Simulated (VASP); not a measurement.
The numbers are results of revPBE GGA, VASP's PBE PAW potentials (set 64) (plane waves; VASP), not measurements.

A VASP calculation is set up with these files.

POSCAR:
```
PbSe
4.4347310
  0.0000000000   0.7071068293   0.7071068293
  0.7071068293   0.0000000000   0.7071068293
  0.7071068293   0.7071068293   0.0000000000
Pb Se
1 1
Direct
  0.0000000000   0.0000000000   0.0000000000
  0.5000000000   0.5000000000   0.5000000000
```

File KPOINTS:
```
Automatic mesh
0
Gamma
8 8 8
0 0 0
```

INCAR:
```
SYSTEM = PbSe
PREC = Accurate; ENCUT = 520; LREAL = .FALSE.
LASPH = .TRUE.
EDIFF = 1E-7; NELM = 100; ALGO = Normal
LMAXMIX = 4
ISMEAR = -5
GGA = RE
ISIF = 2
LWAVE = .FALSE.; LCHARG = .TRUE.; LORBIT = 11
NEDOS = 601
```

POTCAR, in this order: Pb_d Se (PBE.64 set). Program: vasp_std.

Output of the run:

OSZICAR:
```
       N       E                     dE             d eps       ncg     rms          rms(c)
DAV:   1     0.160331389668E+03    0.16033E+03   -0.95109E+03   818   0.144E+03
DAV:   2     0.583437805476E+01   -0.15450E+03   -0.15176E+03   848   0.356E+02
DAV:   3    -0.758799872491E+01   -0.13422E+02   -0.13363E+02  1070   0.106E+02
DAV:   4    -0.793072679111E+01   -0.34273E+00   -0.34254E+00   856   0.202E+01
DAV:   5    -0.794217142622E+01   -0.11445E-01   -0.11445E-01  1128   0.380E+00    0.280E+00
DAV:   6    -0.760269669034E+01    0.33947E+00   -0.93205E-01  1132   0.698E+00    0.154E+00
DAV:   7    -0.760130714610E+01    0.13895E-02   -0.14760E-01   916   0.208E+00    0.883E-01
DAV:   8    -0.760805945510E+01   -0.67523E-02   -0.19379E-02   860   0.174E+00    0.200E-01
DAV:   9    -0.760750323085E+01    0.55622E-03   -0.31579E-03  1248   0.622E-01    0.745E-02
DAV:  10    -0.760770737331E+01   -0.20414E-03   -0.40755E-04   848   0.157E-01    0.252E-02
DAV:  11    -0.760773423645E+01   -0.26863E-04   -0.14329E-04   924   0.131E-01    0.847E-03
DAV:  12    -0.760773500917E+01   -0.77271E-06   -0.77342E-06  1010   0.189E-02    0.281E-03
DAV:  13    -0.760773563815E+01   -0.62898E-06   -0.22173E-06   866   0.901E-03    0.245E-03
DAV:  14    -0.760773577157E+01   -0.13342E-06   -0.84637E-08   802   0.380E-03    0.583E-04
DAV:  15    -0.760773579045E+01   -0.18885E-07   -0.28281E-08   556   0.221E-03
   1 F= -.76077358E+01 E0= -.76077358E+01  d E =0.000000E+00
```

### OUTCAR
```
------------------------ aborting loop because EDIFF is reached ----------------------------------------
  FORCE on cell =-STRESS in cart. coord.  units (eV):
  Direction    XX          YY          ZZ          XY          YZ          ZX
  --------------------------------------------------------------------------------------
  Total        0.0083602      0.0083602      0.0083602      0.0000000      0.0000000      0.0000000
  in kB        0.2171900      0.2171900      0.2171900      0.0000000      0.0000000      0.0000000
  external PRESSURE =       0.2171900 kB  Pullay stress =       0.0000000 kB
  volume of cell :       61.67
      direct lattice vectors                 reciprocal lattice vectors
     0.000000000  3.135828576  3.135828576    -0.159447491  0.159447491  0.159447491
     3.135828576  0.000000000  3.135828576     0.159447491 -0.159447491  0.159447491
     3.135828576  3.135828576  0.000000000     0.159447491  0.159447491 -0.159447491
  FREE ENERGIE OF THE ION-ELECTRON SYSTEM (eV)
  ---------------------------------------------------
  free  energy   TOTEN  =        -7.6077357905 eV

  energy  without entropy=       -7.6077357905  energy(sigma->0) =       -7.60773579

 total charge

# of ion       s       p       d       tot
------------------------------------------
    1        1.485   0.494   9.838  11.816
    2        1.462   2.326   0.013   3.801
--------------------------------------------------
tot          2.947   2.819   9.851  15.617
```
(Selected blocks of OUTCAR.)

The compound is PbSe in the rock salt structure. It was relaxed first, which changed the volume by +8 %.
